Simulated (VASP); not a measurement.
# BeSb (P-6m2) in VASP: settings compared, part 2 of 2

VASP 6.6.1. The steps go on from the part before.

### Step 5. Single point, HSE(alpha, omega)

POSCAR

```
BeSb
1.0
    3.8791000000      0.0000000000      0.0000000000
   -1.9395500000      3.3594000000      0.0000000000
    0.0000000000      0.0000000000      3.0375500000
Be Sb
1 1
Direct
    0.0000000000      0.0000000000      0.0000000000
    0.3333300000      0.6666700000      0.5000000000
```

INCAR.step1

```
SYSTEM = BeSb
PREC = Accurate ; ENCUT = 520
EDIFF = 1E-5 ; ISMEAR = -1
SIGMA = 0.05 ; LREAL = .FALSE.
LASPH = .TRUE. ; NELM = 100
ALGO = Normal ; ISIF = 2
LWAVE = .TRUE. ; LCHARG = .FALSE.
NBANDS = 10 ; GGA = PE
```

INCAR.step2

```
SYSTEM = BeSb
PREC = Accurate ; ENCUT = 520
EDIFF = 1E-6 ; ISMEAR = -1
SIGMA = 0.05 ; LREAL = .FALSE.
LASPH = .TRUE. ; NELM = 100
ALGO = Normal ; ISIF = 2
LWAVE = .FALSE. ; LCHARG = .FALSE.
GGA = PE ; LHFCALC = .TRUE.
HFSCREEN = 0.2 ; AEXX = 0.2
PRECFOCK = Fast ; NBANDS = 10
ISTART = 1
```

KPOINTS

```
regular mesh
0
G
  4 4 5
  0 0 0
```

Potentials or basis: VASP PAW PBE potentials, release 64 (Be, Sb).

On the command line:

```console
cat potpaw_PBE.64/Be/POTCAR potpaw_PBE.64/Sb/POTCAR > POTCAR
cp INCAR.step1 INCAR
mpirun -np 1 vasp_std > vasp.out
cp INCAR.step2 INCAR
mpirun -np 1 vasp_std > vasp.out
```

OUTCAR:

```text
SYSTEM = BeSb
   PREC = Accurate
   ENCUT = 520
   EDIFF = 1E-6
   ISMEAR = -1
   LREAL = .FALSE.
   LASPH = .TRUE.
   NELM = 100
   ISIF = 2
   GGA = PE
   LHFCALC = .TRUE.
   HFSCREEN = 0.2
   AEXX = 0.2
   PRECFOCK = Fast
   ISTART = 1

 ion  position               nearest neighbor table
   1  0.000  0.000  0.000-   2 2.71   2 2.71   2 2.71   2 2.71   2 2.71   2 2.71
   2  0.333  0.667  0.500-   1 2.71   1 2.71   1 2.71   1 2.71   1 2.71   1 2.71

[... 468 lines left out ...]

------------------------ aborting loop because EDIFF is reached ----------------------------------------

  FORCE on cell =-STRESS in cart. coord.  units (eV):
  Direction    XX          YY          ZZ          XY          YZ          ZX
  --------------------------------------------------------------------------------------
  -------------------------------------------------------------------------------------
  Total       -0.6156074     -0.6156690     -0.2482468     -0.0000531      0.0000000      0.0000000
  in kB      -24.9171468    -24.9196400    -10.0479659     -0.0021482      0.0000000      0.0000000
  external PRESSURE =     -19.9615842 kB  Pullay stress =       0.0000000 kB

 VOLUME and BASIS-vectors are now :
 -----------------------------------------------------------------------------
  energy-cutoff  :      520.00
  volume of cell :       39.58
      direct lattice vectors                 reciprocal lattice vectors
     3.879100000  0.000000000  0.000000000     0.257791756  0.148836102  0.000000000
    -1.939550000  3.359400000  0.000000000     0.000000000  0.297672203  0.000000000
     0.000000000  0.000000000  3.037550000     0.000000000  0.000000000  0.329212688

 POSITION                                       TOTAL-FORCE (eV/Angst)
 -----------------------------------------------------------------------------------
      0.00000      0.00000      0.00000        -0.000058      0.000034      0.000000
     -0.00002      2.23961      1.51877         0.000058     -0.000034      0.000000
 -----------------------------------------------------------------------------------
    total drift:                                0.000000      0.000000      0.000000

  FREE ENERGIE OF THE ION-ELECTRON SYSTEM (eV)
  ---------------------------------------------------
  free  energy   TOTEN  =        -7.4397975175 eV

  energy  without entropy=       -7.4277327341  energy(sigma->0) =       -7.43376513
```

OSZICAR.step1:

```text
N       E                     dE             d eps       ncg     rms          rms(c)
DAV:   1     0.124341686011E+02    0.12434E+02   -0.26887E+03   420   0.517E+02
DAV:   2    -0.622905733078E+01   -0.18663E+02   -0.18186E+02   578   0.809E+01
DAV:   3    -0.672504560398E+01   -0.49599E+00   -0.48327E+00   526   0.141E+01
DAV:   4    -0.672890824740E+01   -0.38626E-02   -0.38615E-02   528   0.142E+00
DAV:   5    -0.672893979006E+01   -0.31543E-04   -0.31543E-04   498   0.131E-01    0.289E+00
DAV:   6    -0.668124515205E+01    0.47695E-01   -0.88271E-02   466   0.106E+00    0.169E+00
DAV:   7    -0.667419754179E+01    0.70476E-02   -0.28684E-02   480   0.692E-01    0.454E-01
DAV:   8    -0.667382882646E+01    0.36872E-03   -0.27105E-03   456   0.305E-01    0.469E-02
DAV:   9    -0.667387361279E+01   -0.44786E-04   -0.13533E-04   510   0.678E-02    0.359E-02
DAV:  10    -0.667388840069E+01   -0.14788E-04   -0.18857E-05   460   0.276E-02    0.964E-03
DAV:  11    -0.667388790127E+01    0.49942E-06   -0.13515E-06   248   0.594E-03
   1 F= -.66738879E+01 E0= -.66666247E+01  d E =-.145264E-01
```

It took 2.6 min on 1 thread of Intel Xeon Platinum 8375C at 2.90GHz (Ice Lake), shared host; peak memory 0.26 GiB.

Results:

```
Free energy            : -7.4398 eV
Pressure               : -2.0 GPa
Band gap on the k mesh : none (metal or under the smearing width)
```

Caveat: the k mesh is coarse (spacing up to 0.47 Å⁻¹), so the values aren't converged, least of all with exact exchange; the PAW data sets were made with another functional, which shifts forces and pressure a little.

### Step 6. Single point, HSE(alpha, omega)

POSCAR is that of step 5.

INCAR.step1 is that of step 5.

INCAR.step2: that of step 5 with these lines changed.

```diff
@@ -8,3 +8,3 @@
 GGA = PE ; LHFCALC = .TRUE.
-HFSCREEN = 0.2 ; AEXX = 0.2
+HFSCREEN = 0.2 ; AEXX = 0.25
 PRECFOCK = Fast ; NBANDS = 10
```

KPOINTS is that of step 5.

Potentials or basis: VASP PAW PBE potentials, release 64 (Be, Sb).

On the command line:

```console
cat potpaw_PBE.64/Be/POTCAR potpaw_PBE.64/Sb/POTCAR > POTCAR
cp INCAR.step1 INCAR
mpirun -np 1 vasp_std > vasp.out
cp INCAR.step2 INCAR
mpirun -np 1 vasp_std > vasp.out
```

Run time: 1.9 min. Hardware: 1 thread of Intel Xeon Platinum 8375C at 2.90GHz (Ice Lake), shared host; peak memory 0.26 GiB.

The run converged. Its results:

```yaml
Free_energy: -7.6754 eV
Pressure: -2.5 GPa
Band_gap_on_the_k_mesh: none (metal or under the smearing width)
```

Stress tensor (GPa, compression positive):
```
-2.93  0.00  0.00
 0.00 -2.93  0.00
 0.00  0.00 -1.70
```

Levels at points of the mesh, in eV from the Fermi level:
```
           k point  band 1  band 2  band 3  band 4  band 5  band 6  band 7
(0.00, 0.00, 0.00)  -14.20   -1.47   -1.47    2.25    2.46    3.51    3.51
(0.50, 0.00, 0.00)  -12.41   -7.90   -3.48    1.20    4.84    7.26    8.57
(0.50, 0.50, 0.00)  -12.41   -7.90   -3.48    1.20    4.84    7.26    8.57
```

Caveat: the k mesh is coarse (spacing up to 0.47 Å⁻¹), so the values aren't converged, least of all with exact exchange; the PAW data sets were made with another functional, which shifts forces and pressure a little.

### Step 7. For comparison

An earlier run on the cell as given: functional PBE; potentials or basis VASP PAW PBE potentials, release 64 (Be, Sb); cutoff 520 eV; k mesh 8 × 8 × 9; occupations fermi-dirac, width 0.05 eV; no spin polarisation.

* Pressure: 0.3 GPa
* Band gap on the k mesh: none (metal or under the smearing width)

### Step 8. Overview

| level | k mesh | share of exact exchange | grid for exact exchange (PRECFOCK) | mesh quality | gap on the mesh (eV) | pressure (GPa) |
| --- | --- | --- | --- | --- | --- | --- |
| HSE(alpha, omega) | 4 × 4 × 5 | 0.05 | Fast | coarse | none | -0.7 |
| HSE(alpha, omega) | 4 × 4 × 5 | 0.1 | Fast | coarse | none | -1.1 |
| HSE(alpha, omega) | 4 × 4 × 5 | 0.15 | Fast | coarse | none | -1.5 |
| HSE(alpha, omega) | 4 × 4 × 5 | 0.2 | Fast | coarse | none | -2.0 |
| HSE(alpha, omega) | 4 × 4 × 5 | 0.25 | Fast | coarse | none | -2.5 |
| PBE | 8 × 8 × 9 | - | - | not flagged | none | 0.3 |

Alike in all rows: task single point; potentials or basis VASP PAW PBE potentials, release 64 (Be, Sb); no spin polarisation; cell as given; cutoff (eV) 520; smearing fermi-dirac 0.05 eV.

Caveats: some runs use coarse meshes; the PAW data sets were made with another functional, which shifts forces and pressure a little (some runs).

Total energies depend on the potentials used, so only differences within one code and one set of settings carry meaning.
